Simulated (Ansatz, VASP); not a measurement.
# Si3Ir5O16 (random rutile alloy of IrO2 and SiO2): VASP beside Ansatz

Aim: how closely do two programs agree when they are given the same cell, functional and k mesh? The cell is taken from a series of runs on this material, whose earlier steps may have relaxed or scaled it; both programs get it as it stands.

Method: plane waves, with VASP 6.6.1 beside it; single point at PBE, in Ansatz 0.2.0.

## Step 1: Starting point

The cell holds 96 atoms: 12 Si, 64 O and 20 Ir. Cell: a = 8.757 Å, b = 8.757 Å, c = 11.882 Å, α = 90.0°, β = 90.0°, γ = 90.0°. It derives from IrO2 (rutile), repeated 2×2×4. As first built, before any earlier steps moved the atoms: rutile IrO2, 2 x 2 x 4 conventional cells, 12 of 32 Ir sites given to Si at random (x = 0.375), lattice by Vegard's rule (cell 4.378, 4.378, 2.971, 90, 90, 90); every coordinate displaced by a Gaussian of 0.07 A.

## Step 2: VASP: single point, PBE

A single point gives forces, pressure and levels at one fixed geometry, so differences don't come from the geometry; what else differs is listed under the comparison.

Lines of VASP's logs that name or quote its potential files are left out, and so is its time.

File INCAR:

```
SYSTEM = Si3Ir5O16
PREC = Accurate
ENCUT = 520
EDIFF = 1E-05
NELM = 100
ISMEAR = 0
SIGMA = 0.05
LREAL = Auto
ALGO = Fast
GGA = PE
LORBIT = 11
LWAVE = .FALSE.
LCHARG = .FALSE.
ISIF = 2
```

File POSCAR:

```
Si3Ir5O16
1.0
    8.7568000000      0.0000000000      0.0000000000
    0.0000000000      8.7568000000      0.0000000000
    0.0000000000      0.0000000000     11.8824000000
Si O Ir
12 64 20
Direct
    0.0168800000      0.0169400000      0.0028400000
    0.2492700000      0.2469700000      0.1253800000
    0.0111000000      0.0087700000      0.7508500000
    0.9955100000      0.4908300000      0.0009300000
    0.2627800000      0.7348900000      0.1174900000
    0.2499200000      0.7493400000      0.3861600000
    0.2483700000      0.7549600000      0.8676600000
    0.5064800000      0.9953100000      0.2457700000
    0.7401500000      0.2540400000      0.8684100000
    0.7576600000      0.7579900000      0.1275000000
    0.7644400000      0.7442200000      0.3634800000
    0.7547000000      0.7488600000      0.6304500000
    0.1461700000      0.1445800000      0.9888100000
    0.3362600000      0.3571900000      0.0058800000
    0.1051500000      0.4073600000      0.1321000000
    0.4060000000      0.0979300000      0.1296100000
    0.1507800000      0.1514500000      0.2562400000
    0.3347000000      0.3355100000      0.2459200000
    0.0830700000      0.3937100000      0.3701300000
    0.4075900000      0.0880100000      0.3811500000
    0.1404300000      0.1397800000      0.5110300000
    0.3455400000      0.3632500000      0.5113200000
    0.0867000000      0.4139500000      0.6225900000
    0.4005000000      0.0955800000      0.6187700000
    0.1510000000      0.1514500000      0.7490300000
    0.3374700000      0.3466600000      0.7550100000
    0.1033500000      0.3881600000      0.8665500000
    0.4066900000      0.0842500000      0.8816900000
    0.1581200000      0.6614000000      0.0034700000
    0.3513600000      0.8460500000      0.0039900000
[... 60 atom lines left out ...]
    0.5077500000      0.9869000000      0.7512300000
    0.4943100000      0.5060700000      0.0057200000
    0.4985000000      0.4887500000      0.2530400000
    0.5040900000      0.4976700000      0.4963700000
    0.4889300000      0.5026300000      0.7470600000
    0.7480900000      0.7529800000      0.8771000000
```

File KPOINTS:

```
Automatic mesh
0
Gamma
2 2 1
0 0 0
```

The projector-augmented-wave data sets are Si, O and Ir (PBE family, release 64).

Started as:

```bash
$ export OMP_NUM_THREADS=8
$ mpirun -np 1 vasp_std
```

Numbers of over 12 decimals in the logs are rounded to 6 here.

The log of the run:

```text
[banner, memory and clock lines left out]
running    1 mpi-ranks, on    1 nodes
[...]
Offloading initialized ...    1 GPUs detected
[...]
LDA part: xc-table for (Slater+PW92), standard interpolation
 POSCAR, INCAR and KPOINTS ok, starting setup
[...]
entering main loop
       N       E                     dE             d eps       ncg     rms          rms(c)
DAV:   1     0.684040053928E+04    0.68404E+04   -0.30990E+05  2936   0.167E+03
DAV:   2     0.240595575424E+03   -0.65998E+04   -0.62782E+04  2957   0.459E+02
DAV:   3    -0.707978122849E+03   -0.94857E+03   -0.90634E+03  3768   0.190E+02
DAV:   4    -0.766484507216E+03   -0.58506E+02   -0.57300E+02  3768   0.453E+01
[...]
RMM:  23    -0.654694457017E+03    0.73894E-04   -0.15620E-04  3292   0.229E-02    0.794E-02
RMM:  24    -0.654694447167E+03    0.98495E-05   -0.10434E-04  3300   0.167E-02    0.614E-02
RMM:  25    -0.654694440464E+03    0.67028E-05   -0.38194E-05  2522   0.118E-02
   1 F= -.65469444E+03 E0= -.65467689E+03  d E =-.350923E-01
```

From OUTCAR (step 2):

```text
  Total      165.3701703    161.7295548    240.9688475     24.8808936    -15.1296975      1.0544445
  in kB      290.7854864    284.3838594    423.7175507     43.7503495    -26.6039302      1.8541262
  external PRESSURE =     332.9622988 kB  Pullay stress =       0.0000000 kB

 POSITION                                       TOTAL-FORCE (eV/Angst)
 -----------------------------------------------------------------------------------
      0.14781      0.14834      0.03375        -4.410367     -3.896500     -0.530354
      2.18281      2.16267      1.48982         0.604850      0.839684     -0.357826
      0.09720      0.07680      8.92190        -1.324296     -2.175289      0.991930
      8.71748      4.29810      0.01105        -0.376729      0.792777     -0.155405
      2.30111      6.43528      1.39606        -0.802444      1.763694      0.706700
      2.18850      6.56182      4.58851         0.207387      0.447256     -2.161741
      2.17493      6.61103     10.30988        -0.895419     -0.407676      2.174564
      4.43514      8.71573      2.92034        -0.145231     -0.897895      0.561080
      6.48135      2.22458     10.31879         1.238951     -0.022151      1.942674
      6.63468      6.63757      1.51501         0.243249     -1.098979     -0.879026
      6.69405      6.51699      4.31901        -2.424243     -1.325159      4.348321
      6.60876      6.55762      7.49126        -0.391589      0.729498     -1.660486
      1.27998      1.26606     11.74944         0.367718      0.201279      5.385943
      2.94456      3.12784      0.06987        -1.892425     -3.343380      1.518066
[...]
-----------------------------------------------------------------------------------
    total drift:                                0.003709      0.012523     -0.010122

  FREE ENERGIE OF THE ION-ELECTRON SYSTEM (eV)
  ---------------------------------------------------
[... the rest is left out ...]

[... 3 further parts left out ...]
[key lines of the parts left out:]
E-fermi :   7.7328
```

This run has no spin polarisation, although Ir can carry a moment. The gap is under twice the smearing width, so the edge states are partly filled and the run can't tell a small gap from a semimetal. LASPH is off, so gradient terms of the non-spherical density inside the spheres are left out; for open d or f shells this can shift gaps and moments.

## Step 3: Ansatz: single point, PBE

Ansatz runs on its default PAW (the set named soft_2) files.

The same cell, functional, mesh and smearing now go to Ansatz, which takes its cutoff from its data sets.

File input.yaml:

```yaml
crystal:
  lattice:
    - [8.7568, 0.0, 0.0]
    - [0.0, 8.7568, 0.0]
    - [0.0, 0.0, 11.8824]
  atoms:
    - { symbol: Si, position: [0.01688, 0.01694, 0.00284] }
    - { symbol: Si, position: [0.24927, 0.24697, 0.12538] }
    - { symbol: O, position: [0.14617, 0.14458, 0.98881] }
    - { symbol: O, position: [0.33626, 0.35719, 0.00588] }
    - { symbol: O, position: [0.10515, 0.40736, 0.1321] }
    - { symbol: O, position: [0.406, 0.09793, 0.12961] }
    - { symbol: Ir, position: [0.00011, 0.00453, 0.25315] }
    - { symbol: Ir, position: [0.25415, 0.24267, 0.36606] }
    - { symbol: O, position: [0.15078, 0.15145, 0.25624] }
    - { symbol: O, position: [0.3347, 0.33551, 0.24592] }
    - { symbol: O, position: [0.08307, 0.39371, 0.37013] }
    - { symbol: O, position: [0.40759, 0.08801, 0.38115] }
    - { symbol: Ir, position: [0.98775, 0.99499, 0.50392] }
    - { symbol: Ir, position: [0.25503, 0.2365, 0.63008] }
    - { symbol: O, position: [0.14043, 0.13978, 0.51103] }
    - { symbol: O, position: [0.34554, 0.36325, 0.51132] }
    - { symbol: O, position: [0.0867, 0.41395, 0.62259] }
    - { symbol: O, position: [0.4005, 0.09558, 0.61877] }
    - { symbol: Si, position: [0.0111, 0.00877, 0.75085] }
    - { symbol: Ir, position: [0.25773, 0.23058, 0.87316] }
    - { symbol: O, position: [0.151, 0.15145, 0.74903] }
    - { symbol: O, position: [0.33747, 0.34666, 0.75501] }
    - { symbol: O, position: [0.10335, 0.38816, 0.86655] }
    - { symbol: O, position: [0.40669, 0.08425, 0.88169] }
    - { symbol: Si, position: [0.99551, 0.49083, 0.00093] }
    - { symbol: Si, position: [0.26278, 0.73489, 0.11749] }
    - { symbol: O, position: [0.15812, 0.6614, 0.00347] }
    - { symbol: O, position: [0.35136, 0.84605, 0.00399] }
    - { symbol: O, position: [0.08526, 0.91299, 0.11872] }
    - { symbol: O, position: [0.41041, 0.6026, 0.12151] }
[... 60 atom lines left out ...]
    - { symbol: Ir, position: [0.48893, 0.50263, 0.74706] }
    - { symbol: Ir, position: [0.74809, 0.75298, 0.8771] }
    - { symbol: O, position: [0.64944, 0.64511, 0.75995] }
    - { symbol: O, position: [0.84337, 0.84627, 0.74717] }
    - { symbol: O, position: [0.61043, 0.91286, 0.8855] }
    - { symbol: O, position: [0.91481, 0.59929, 0.88152] }
kpoints:
  mp_grid: { grid: [2, 2, 1] }
hamiltonian:
  xc: pbe
scf:
  occupations: { method: gaussian, width: 0.05 }
output:
  forces: true
  stress: true
  populations: true
  dos:
    method: { smearing: { sigma: 0.1 } }
    de: 0.1
    projected: { site_lists: { Ir: [Ir], O: [O], Si: [Si] } }
  eigenvalues: true
  write_density: true
  write_potential: true
  volumetric_format: npy
```

Started as:

```bash
$ ansatz run input.yaml --threads 8 --pin off --max-ram 15872MiB --backend cpu --events-out ev --progress --plain --runs-dir out
```

The log of the run:

```text
Engine: ansatz 0.2.0, aarch64-unknown-linux-gnu
Pseudopotentials: kind: paw
Pseudopotential: Si, paw, valence charge 4, recommended cutoff 420 eV (normal), Si.paw.azcp
Pseudopotential: O, paw, valence charge 6, recommended cutoff 420 eV (normal), O.paw.azcp
Pseudopotential: Ir, paw, valence charge 17, recommended cutoff 420 eV (normal), Ir.paw.azcp
Functional definition: PBE
  parameter kappa = 0.804
  parameter beta = 0.066725
  exchange = pbe_x(kappa = kappa, mu = beta*pi^2/3)
  correlation = pbe_c(beta = beta)
Crystal: 96 atoms, lattice volume = 911.161 Å³
Basis set: ecut = 420 eV, 17895 PW (Γ), exchange–correlation on 120×120×160 points (8 copies of the dense FFT grid, shifted against one another)
Bands: 482, of which v1, the nominal top of the filled ones, is band 386 counted from 1 (385 counted from 0)
Symmetry: 1 space group operations
Space group: P1 (ITA 1), of the structure as read, at distance tolerance 9.7e-5 Å
k-points: 4
Non-local potential: Si, projectors of the file, l = 0: 2, l = 1: 2, l = 2: 2
Non-local potential: O, projectors of the file, l = 0: 2, l = 1: 2, l = 2: 1
Non-local potential: Ir, projectors of the file, l = 0: 3, l = 1: 2, l = 2: 2, l = 3: 1
PAW form: soft (Blöchl's): semilocal exchange-correlation on the pseudo side does not see the compensation charge
PAW one-centre angular grid: Si, 110 points (default); XC on 64 Gauss nodes
PAW one-centre angular grid: O, 110 points (default); XC on 64 Gauss nodes
PAW one-centre angular grid: Ir, 590 points (default); XC on 64 Gauss nodes
Initial density: superposition of atomic densities (neutral atoms: chi_scale 0, normalization atom), corrected by the library's trained network
Initial wavefunctions: pseudopotential atomic-orbital guess
Functional: x = pbe(κ = 0.804, μ = 0.219515), c = pbe(β = 0.066725)
SCF iter   1: F=—  HF=-282592.162257 eV  |F-HF|=—  |Δ(HF+E_count)|=         —  Δρ=1.20e-2  dr2=1.87e0  ethr=1.77e-3  ⟨swp⟩=6.0  Hψ=7267  notcnv=0  defer=211
preconditioner: auto → Kerker (q_TF=auto, 2.654 Å⁻¹)  [metal: Δε(μ)=0.036 eV  Ē_g=13.565 eV  σ=0.050 eV  W_gap=0.39  n_scr=286 (ndim 8)  ℏωp=30.4 eV  f_vac=0.004  D(μ)=26.49/eV (n_scr^D=196)]
SCF iter   2: F=—  HF=-282592.019568 eV  |F-HF|=—  |Δ(HF+E_count)|=   1.43e-1  Δρ=5.51e-3  dr2=5.41e-1  ethr=2.42e-4  ⟨swp⟩=1.0  Hψ=2220  notcnv=0  defer=306
SCF iter   3: F=—  HF=-282591.962561 eV  |F-HF|=—  |Δ(HF+E_count)|=   5.70e-2  Δρ=1.33e-3  dr2=5.91e-2  ethr=7.00e-5  ⟨swp⟩=1.0  Hψ=1584  notcnv=0  defer=306
SCF iter   4: F=—  HF=-282591.954353 eV  |F-HF|=—  |Δ(HF+E_count)|=   8.21e-3  Δρ=4.84e-4  dr2=9.34e-3  ethr=7.66e-6  ⟨swp⟩=3.0  Hψ=2932  notcnv=0  defer=306
SCF iter   5: F=—  HF=-282591.953208 eV  |F-HF|=—  |Δ(HF+E_count)|=   1.14e-3  Δρ=2.31e-4  dr2=2.73e-3  ethr=1.21e-6  ⟨swp⟩=2.0  Hψ=2554  notcnv=0  defer=306
SCF iter   6: F=—  HF=-282591.952959 eV  |F-HF|=—  |Δ(HF+E_count)|=   2.49e-4  Δρ=1.02e-4  dr2=6.43e-4  ethr=3.54e-7  ⟨swp⟩=1.0  Hψ=1584  notcnv=0  defer=306
SCF iter   7: F=—  HF=-282591.952923 eV  |F-HF|=—  |Δ(HF+E_count)|=   3.55e-5  Δρ=5.94e-5  dr2=1.24e-4  ethr=8.33e-8  ⟨swp⟩=3.0  Hψ=2602  notcnv=0  defer=306
SCF iter   8: F=—  HF=-282591.952861 eV  |F-HF|=—  |Δ(HF+E_count)|=   6.25e-5  Δρ=2.78e-5  dr2=3.39e-5  ethr=1.61e-8  ⟨swp⟩=2.2  Hψ=2552  notcnv=0  defer=306
SCF iter   9: F=—  HF=-282591.951798 eV  |F-HF|=—  |Δ(HF+E_count)|=   1.06e-3  Δρ=1.31e-5  dr2=4.67e-6  ethr=4.40e-9  ⟨swp⟩=2.5  Hψ=2615  notcnv=0  defer=306
SCF iter  10: F=—  HF=-282591.951798 eV  |F-HF|=—  |Δ(HF+E_count)|=   4.28e-7  Δρ=6.01e-6  dr2=1.28e-6  ethr=6.05e-10  ⟨swp⟩=2.8  Hψ=2909  notcnv=0  defer=306
SCF iter  11: F=—  HF=-282591.951798 eV  |F-HF|=—  |Δ(HF+E_count)|=   1.02e-7  Δρ=2.61e-6  dr2=1.94e-7  ethr=1.66e-10  ⟨swp⟩=2.0  Hψ=2551  notcnv=0  defer=306
SCF iter  12: F=-282591.951798 eV  HF=-282591.951798 eV  |F-HF|=4.08e-8  |Δ(HF+E_count)|=   1.82e-8  Δρ=1.23e-6  dr2=5.07e-8  ethr=1.30e-11  ⟨swp⟩=15.0  Hψ=13974  notcnv=0
SCF 1 converged in 12 iterations: F = -282591.951798 eV  dr2 = 5.07e-8
  greatest PAW one-centre occupation: 1.000 electrons in one spin orbital (limit 2), on the Ir atom at site 60 (counted from 0), in its partial waves of l = 0
SCF converged after 12 iterations
Free energy (F): -282591.951798 eV
Harris-Foulkes:  -282591.951798 eV  (|F-HF|=4.08e-8)
Internal energy: -282591.917087 eV  (E = F + TS)
E sigma→0 (E₀):  -282591.934442 eV
Entropy (-TS):   -0.034711 eV (-0.362 meV/atom)
Fermi energy:    14.251799 eV
--- Per-component energies (eV) ---
  E_band       = -4126.775772
  E_kinetic    = 24426.962797
  E_local      = -63117.441130  (includes V_loc(G=0)·N_el)
  E_nonlocal   = 4840.324409
  E_hartree    = 24665.783909
  E_xc         = -10754.500601
  E_vxc        = -12611.638119  (∫ρ·V_xc dr)
  E_paw        = -200778.943502  (= ΣΔE_a)
  E_vpaw       = -6996.721612  (= ΣTr[D̂ρ^β])
  E_aug_tail   = 0.160666  (compensation charges beyond the density's cutoff)
  E_ewald      = -61874.263634
  E_smearing   = -0.034711  (= −TS)
  E_closure    = -0.000000  (closes the sum)
  Σ components = -282591.951798   (vs F -282591.951798, Δ=0.00e0)
--- Forces (eV/Å), atoms counted from 1 ---
  atom   1  Si    -4.36827307    -3.86970171    -0.49637259
  atom   2  Si     0.62593235     0.85056591    -0.33327312
  atom   3  O      0.48349127     0.27868145     5.17519701
  atom   4  O     -1.76173901    -3.23849198     1.46452809
  atom   5  O      1.64899869    -2.93588461    -5.48034448
  atom   6  O     -2.12523859     1.62174036     1.89813449
  atom   7  Ir    -1.03329089    -2.12655808    -1.53432042
  atom   8  Ir    -2.26064723     0.53603253    11.98239532
  atom   9  O     -0.14618715    -0.19241584    -6.35551156
  atom  10  O      2.07227722     2.07661292    -5.09037705
  atom  11  O      3.43734434    -2.67395306     2.60277405
  atom  12  O     -4.54249682     4.62115386   -10.79008734
  atom  13  Ir     2.95578681    -2.64901701     0.30944645
  atom  14  Ir    -3.27699969     6.15494178    -3.76705286
  atom  15  O      2.40229321     2.39753672    -2.68881793
  atom  16  O     -1.89883506    -3.72625193    -2.20951008
  atom  17  O      3.20605777    -4.16526597     0.73385799
  atom  18  O      1.58311774    -1.88543823     3.35149250
  atom  19  Si    -1.31814541    -2.17593648     1.01244744
  atom  20  Ir    -0.42191522     5.31243505     2.27576104
  atom  21  O     -3.32957312    -4.06241443     0.47211455
  atom  22  O      2.06960567     0.77430421    -2.07424064
  atom  23  O     -1.16649345     1.86314792     3.15742360
  atom  24  O     -0.78722620     0.65694889    -4.21264346
[...]
atom  89  O      1.29749139    -2.72291108    -1.74168556
  atom  90  O     -1.67737248     1.96489744     2.38768753
  atom  91  Ir     4.91519037    -4.16652485     8.62000284
  atom  92  Ir     3.40325074     0.03714879     0.11889868
  atom  93  O      1.12521846     1.63976584    -4.08269721
  atom  94  O      1.23165594     0.51213757    -2.94039136
  atom  95  O      0.03452567    -1.58082094    -3.44302606
  atom  96  O      0.30226943    -0.54784572     1.61513634
  max |Σ_I F_I| component: 4.04e-5 eV/Å
--- Stress (GPa, compression-positive) ---
       26.376167       4.199876       0.106490
        4.199876      25.745176      -2.520155
        0.106490      -2.520155      38.202906
  P = ⅓ Tr σ = 30.1081 GPa (301.081 kbar)
--- Band table (eV) ---
[... the rest is left out ...]
```

## Step 4: Comparison

Known differences besides the PAW data sets themselves: the data sets hold 772 valence electrons in Ansatz (default PAW (the set named soft_2) files) and 612 in VASP; the cutoff is 420 eV in Ansatz and 520 eV in VASP (PREC = Accurate, projectors in real space); VASP leaves aspherical gradient terms in its spheres out (LASPH is not set), Ansatz keeps them. Total energies have different zeros and are not compared.

Both answers:

| quantity | Ansatz | VASP | difference |
| --- | --- | --- | --- |
| pressure (GPa) | 30.11 | 33.30 | -3.19 |

Forces on 10 of the 96 atoms, picked by the larger force of the two programs (eV/Å; atoms numbered as in POSCAR):

| atom | Ansatz x, y, z | VASP x, y, z |
| --- | --- | --- |
| O20 | -4.543, 4.621, -10.790 | -4.774, 4.754, -11.416 |
| O33 | 6.580, 6.293, -0.008 | 7.002, 6.753, -0.032 |
| O53 | 5.964, 6.389, 2.058 | 6.372, 6.733, 2.119 |
| O54 | -7.549, -6.852, 1.277 | -7.982, -7.285, 1.349 |
| Ir78 | -2.261, 0.536, 11.982 | -2.219, 0.599, 12.659 |
| Ir83 | 6.861, 5.834, 0.021 | 7.254, 6.170, -0.016 |
| Ir87 | -2.206, -3.034, -9.778 | -2.313, -3.051, -10.320 |
| Ir89 | 2.945, -10.941, 5.585 | 2.956, -11.474, 6.124 |
| Ir90 | -0.316, 0.170, -9.426 | -0.318, 0.161, -9.982 |
| Ir95 | 4.915, -4.167, 8.620 | 4.967, -4.429, 9.107 |

The forces differ by 177 meV/Å r.m.s., which is 5.3 % of the r.m.s. force of 3.32 eV/Å (both taken over all components).

## Step 5: Summary of results

- r.m.s. force difference (single point, PBE): 5.3 % of the r.m.s. force
- difference in pressure (single point, PBE): -3.2 GPa

In words: The difference in pressure is -3.2 GPa (single point, PBE), beyond the 1 GPa picked in this series as the mark of a large difference. Also far apart in the single point, PBE pair: the difference in pressure, -3.2 GPa. No further run was made for the single point, PBE pair; the unlike valence counts (772 against 612 electrons) are a candidate cause, untested here. Differences of this kind measure data sets and numerical settings, not the functional's error against experiment.

[Lines on the potential files, build, host, timing and source positions are cut from VASP's logs without a mark.]

[Logs are printed without paths, hosts, clocks, repeated set-up lines and the standing remarks that a program may print on its own settings, such as how far it seeks lower states.]

[Hosts, paths, dates, database ids (printed as entryN), source tags and the programs' standing remarks are cut or masked in the printed files.]
